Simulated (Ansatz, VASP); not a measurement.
# LiNbO3: VASP beside Ansatz, part 2 of 2

Wanted: the spread between two codes on one cell, functional and k mesh. The cell is taken from a series of runs on this material, whose earlier steps may have relaxed, scaled, displaced or heated it; both programs get it as it stands.

VASP 6.6.1 and Ansatz 0.2.0.

So far: Starting point; VASP: G0W0 gap, LDA.

## Step 3: Ansatz: G0W0 gap, LDA

Level of this step: Ansatz beside VASP: Kohn-Sham DFT, plane waves, LDA (Ansatz).

Ansatz runs on its default PAW (the set named soft_2) files.

The same cell, functional (in two slightly different forms) and mesh now go to Ansatz, which takes its cutoff from its data sets.

The input, input.yaml:

```yaml
crystal:
  lattice:
    - [2.601558, 1.5020102099, 4.6031774621]
    - [-2.601558, 1.5020102099, 4.6031774621]
    - [0.0, -3.0040204249, 4.6031774605]
  atoms:
    - { symbol: Li, position: [0.7178721379, 0.7178721379, 0.7178721379] }
    - { symbol: Li, position: [0.2178721379, 0.2178721379, 0.2178721379] }
    - { symbol: Nb, position: [1.0011559487, 1.0011559487, 1.0011559487] }
    - { symbol: Nb, position: [0.5011559487, 0.5011559487, 0.5011559487] }
    - { symbol: O, position: [0.2793127345, 0.6490443437, 0.8807998353] }
    - { symbol: O, position: [0.6490443437, 0.8807998353, 0.2793127345] }
    - { symbol: O, position: [0.8807998353, 0.2793127345, 0.6490443437] }
    - { symbol: O, position: [0.3807998353, 0.1490443437, 0.7793127345] }
    - { symbol: O, position: [0.7793127345, 0.3807998353, 0.1490443437] }
    - { symbol: O, position: [0.1490443437, 0.7793127345, 0.3807998353] }
kpoints:
  mp_grid: { grid: [4, 4, 4] }
hamiltonian:
  xc: lda
scf:
  occupations: { method: fixed }
gw:
  n_empty_bands: 495
  ecut_chi: 160.0
  qp_bands: [v18, c6]
  screening: { model: contour_deformation }
```

Command:

```
ansatz run input.yaml --threads 16 --pin off --max-ram 64512MiB --backend cuda --events-out ev --progress --plain --runs-dir out --devices 1 --max-vram 78GiB
```

Numbers of over 12 decimals in the logs are rounded to 6 here.

What it wrote:

```text
GPUs: using 1 of 1 available (devices: 1).
Engine: ansatz 0.2.0, aarch64-unknown-linux-gnu
Pseudopotentials: kind: paw
Pseudopotential: Li, paw, valence charge 3, recommended cutoff 420 eV (normal), Li.paw.azcp
Pseudopotential: Nb, paw, valence charge 13, recommended cutoff 420 eV (normal), Nb.paw.azcp
Pseudopotential: O, paw, valence charge 6, recommended cutoff 420 eV (normal), O.paw.azcp
Functional definition: SPW92
  exchange = slater_x
  correlation = pw_c
[...]
Crystal: 10 atoms, lattice volume = 107.923 Å³
Basis set: ecut = 420 eV, 2121 PW (Γ)
Bands: 44, of which v1, the nominal top of the filled ones, is band 34 counted from 1 (33 counted from 0)
Symmetry: 6 space group operations
Space group: R3c (ITA 161), of the structure as read, at distance tolerance 4.8e-5 Å
k-points: 13 of 64 (time reversal used)
Non-local potential: Li, projectors of the file, l = 0: 3, l = 1: 2, l = 2: 1
Non-local potential: Nb, projectors of the file, l = 0: 3, l = 1: 2, l = 2: 2, l = 3: 1
Non-local potential: O, projectors of the file, l = 0: 2, l = 1: 2, l = 2: 1
PAW form: soft (Blöchl's): semilocal exchange-correlation on the pseudo side does not see the compensation charge
PAW frozen core: Nb, regenerated for the run's functional, and the local potential with it (the file was generated under x = pbe(κ = 0.804, μ = 0.219515), c = pbe(β = 0.066725))
PAW frozen core: O, regenerated for the run's functional, and the local potential with it (the file was generated under x = pbe(κ = 0.804, μ = 0.219515), c = pbe(β = 0.066725))
PAW one-centre angular grid: Li, 110 points (default); XC on 64 Gauss nodes
PAW one-centre angular grid: Nb, 590 points (default); XC on 64 Gauss nodes
PAW one-centre angular grid: O, 110 points (default); XC on 64 Gauss nodes
Initial density: superposition of atomic densities (neutral atoms: chi_scale 0, normalization atom), corrected by the library's trained network
Initial wavefunctions: pseudopotential atomic-orbital guess
[...]
Functional: x = slater, c = lda
SCF iter   1: F=—  HF=-12631.389360 eV  |F-HF|=—  |Δ(HF+E_count)|=         —  Δρ=1.88e-2  dr2=3.47e-1  ethr=1.77e-3  ⟨swp⟩=5.0  Hψ=2064  notcnv=0  defer=101
preconditioner: auto → Resta (q_TF=auto, 2.526 Å⁻¹)  ε∞=5.7  [insulator: Δε(μ)=3.197 eV  Ē_g=11.467 eV  n_scr=26 (ndim 8)  ℏωp=24.8 eV  f_vac=0.023  ε∞_Penn≈5.7]
SCF iter   2: F=—  HF=-12631.313742 eV  |F-HF|=—  |Δ(HF+E_count)|=   7.56e-2  Δρ=7.07e-3  dr2=3.91e-2  ethr=5.10e-4  ⟨swp⟩=2.0  Hψ=904  notcnv=0  defer=103
SCF iter   3: F=—  HF=-12631.304653 eV  |F-HF|=—  |Δ(HF+E_count)|=   9.09e-3  Δρ=2.69e-3  dr2=5.39e-3  ethr=5.75e-5  ⟨swp⟩=2.0  Hψ=816  notcnv=0  defer=104
SCF iter   4: F=—  HF=-12631.302668 eV  |F-HF|=—  |Δ(HF+E_count)|=   1.98e-3  Δρ=5.07e-4  dr2=2.43e-4  ethr=7.93e-6  ⟨swp⟩=2.0  Hψ=965  notcnv=0  defer=104
SCF iter   5: F=—  HF=-12631.302629 eV  |F-HF|=—  |Δ(HF+E_count)|=   3.89e-5  Δρ=7.25e-5  dr2=9.83e-6  ethr=3.58e-7  ⟨swp⟩=2.2  Hψ=834  notcnv=0  defer=50
SCF iter   6: F=—  HF=-12631.302628 eV  |F-HF|=—  |Δ(HF+E_count)|=   1.46e-6  Δρ=2.74e-5  dr2=1.05e-6  ethr=1.45e-8  ⟨swp⟩=2.0  Hψ=750  notcnv=0  defer=49
SCF iter   7: F=-12631.302628 eV  HF=-12631.302628 eV  |F-HF|=3.45e-9  |Δ(HF+E_count)|=   5.01e-8  Δρ=4.83e-6  dr2=3.06e-8  ethr=1.47e-10  ⟨swp⟩=8.5  Hψ=2377  notcnv=0
SCF 1 converged in 7 iterations: F = -12631.302628 eV  dr2 = 3.06e-8
  greatest PAW one-centre occupation: 1.000 electrons in one spin orbital (limit 2), on the Li atom at site 1 (counted from 0), in its partial waves of l = 0
[...]
NSCF: frozen V_eff on 13 k-points
the band table was solved once the SCF had ended and its energy, with any forces and stress, was formed, with the checks that follow a solve (2217 applications of the Hamiltonian). They found nothing against the state; the energy, forces and stress were not computed again (output.eigenvalues in the input reference)
[...]
NSCF: frozen V_eff on 13 k-points
G₀W₀ screening: q 1/13
[... further progress lines ...]
[...]
NSCF: frozen V_eff on 1 k-points
[...]
NSCF: frozen V_eff on 1 k-points
[...]
NSCF: frozen V_eff on 1 k-points
SCF converged after 7 iterations
Free energy (F): -12631.302628 eV
Harris-Foulkes:  -12631.302628 eV  (|F-HF|=3.45e-9)
[...]
10    32      6.1721   -25.1065     4.4230   -20.1795  0.7245     5.6632     5.6682  root
    10    33      6.2194   -25.4289     4.4593   -20.4630  0.7265     5.7080     5.7129  root
    10    34      6.5931   -25.6353     4.5018   -20.6474  0.7267     6.1028     6.1070  root
    10    35     10.6272   -14.0543    -5.1130   -20.3401  0.7651    11.8218    11.8001  root
    10    36     11.0849   -14.2969    -5.1531   -20.6281  0.7574    12.2868    12.2629  root
    10    37     11.3194   -14.5456    -5.2541   -20.9977  0.7525    12.5439    12.5174  root
    10    38     11.5237   -14.6983    -5.3608   -21.2761  0.7497    12.7698    12.7407  root
    10    39     11.7677   -14.6521    -5.5010   -21.3670  0.7438    13.0131    12.9815  root
    10    40     12.0138   -14.5390    -5.7195   -21.4847  0.7404    13.2751    13.2400  root
    11    17      2.1408   -25.2407     5.2424   -19.5813  0.6582     1.7237     1.7237  root
    11    18      2.1408   -25.2407     5.2424   -19.5813  0.6582     1.7237     1.7237  root
    11    19      2.8238   -23.3301     5.0745   -17.8080  0.6475     2.3638     2.3762  root
    11    20      2.8238   -23.3301     5.0745   -17.8080  0.6475     2.3638     2.3762  root
    11    21      3.6970   -24.8871     4.8235   -19.5543  0.6947     3.1770     3.1877  root
    11    22      3.6970   -24.8871     4.8235   -19.5543  0.6947     3.1770     3.1877  root
    11    23      4.1905   -23.9746     4.4876   -18.9883  0.7015     3.6834     3.6919  root
    11    24      4.1905   -23.9746     4.4876   -18.9883  0.7015     3.6834     3.6919  root
    11    25      4.9589   -24.0305     4.6021   -18.8802  0.7091     4.4026     4.4108  root
    11    26      4.9589   -24.0305     4.6021   -18.8802  0.7091     4.4026     4.4108  root
    11    27      5.2180   -24.5368     4.4288   -19.5929  0.7176     4.6967     4.7030  root
    11    28      5.2180   -24.5368     4.4288   -19.5929  0.7176     4.6967     4.7030  root
    11    29      5.6399   -24.8809     4.5290   -19.8213  0.7208     5.1033     5.1094  root
    11    30      5.6399   -24.8809     4.5290   -19.8213  0.7208     5.1033     5.1094  root
    11    31      6.1110   -25.9540     4.3931   -21.0696  0.7327     5.6155     5.6198  root
[...]
12    33      6.3744   -25.4056     4.4679   -20.4481  0.7252     5.8803     5.8847  root
    12    34      6.3744   -25.4056     4.4679   -20.4481  0.7252     5.8803     5.8847  root
    12    35     11.2688   -13.7005    -5.4497   -20.3231  0.7568    12.4671    12.4417  root
    12    36     11.2688   -13.7005    -5.4497   -20.3231  0.7568    12.4671    12.4417  root
    12    37     11.5061   -14.6342    -5.4255   -21.2790  0.7490    12.7550    12.7254  root
    12    38     11.5061   -14.6342    -5.4255   -21.2790  0.7490    12.7550    12.7254  root
    12    39     11.5061   -14.6342    -5.4255   -21.2790  0.7490    12.7550    12.7254  root
    12    40     11.5061   -14.6342    -5.4255   -21.2790  0.7490    12.7550    12.7254  root
```

Reading the cycles: dr2 is the Hartree energy of the density residual (eV), the measure of convergence; HF is the Harris–Foulkes estimate of the energy, which meets the free energy F at convergence.

## Step 4: Comparison

Known differences besides the potentials themselves: the two LDA forms differ slightly; fixed occupations in Ansatz, narrow Gaussian smearing in VASP; the cutoff is 420 eV in Ansatz and 460 eV in VASP; VASP's log shows a relativistic correction to its local exchange, Ansatz's none; Ansatz integrates over frequency by contour deformation, VASP on a grid of NOMEGA points. Total energies have different zeros and are not compared.

Compared:

| quantity | Ansatz | VASP | difference |
| --- | --- | --- | --- |
| G0W0 gap on the mesh (eV) | 5.04 | 5.03 | +0.01 |
| Kohn-Sham gap under it (eV) | 3.41 | 3.40 | +0.01 |

## Step 5: What came out

```json
{
 "difference in G0W0 gap on the mesh (G0W0 gap, LDA)": "0.011 eV"
}
```

In words: The difference in G0W0 gap on the mesh is 0.011 eV (G0W0 gap, LDA). Such differences can come from data sets, numerical settings and the points named under the comparisons, not from the functional's error against experiment.

[Lines on the potential files, build, host, timing and source positions are cut from VASP's logs without a mark.]

[Logs are printed without paths, hosts, clocks, repeated set-up lines and the standing remarks that a program may print on its own settings, such as how far it seeks lower states.]

[Hosts, paths, dates, database ids (printed as entryN), source tags and the programs' standing remarks are cut or masked in the printed files.]
